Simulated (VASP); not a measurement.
Given:

```
CELL_PARAMETERS angstrom
      9.37088    -2.05482    -0.02250
      9.37088     2.05482    -0.02250
      8.92878     0.00000     3.50899
ATOMIC_POSITIONS crystal
  Bi 0.40123 0.40123 0.40123
  Bi 0.59877 0.59877 0.59877
  Se 0.00000 0.00000 0.00000
  Se 0.20937 0.20937 0.20937
  Se 0.79063 0.79063 0.79063
```

The numbers are results of LDA (Ceperley-Alder, Perdew-Zunger), VASP's LDA PAW potentials (set 64) (plane waves; VASP 6.6.1), not measurements. Numerical set-up: 520 eV cut-off, 10×10×10 Γ-centred mesh, tetrahedra with Blöchl corrections, potentials Bi_d Se.

The cores are frozen, which limits the accuracy of field gradients.

Q: Give the principal components of the electric field gradient (V/Å²) and the asymmetry η at each nucleus.

A: 
```csv
atom,Vxx,Vyy,Vzz,η
Bi1,-4.2,-4.2,8.5,0.00
Bi2,-4.2,-4.2,8.5,0.00
Se3,-32.4,-32.4,64.9,0.00
Se4,3.1,3.1,-6.2,0.00
Se5,3.1,3.1,-6.2,0.00
```

The compound is Bi2Se3 in the tetradymite structure. It was relaxed first.
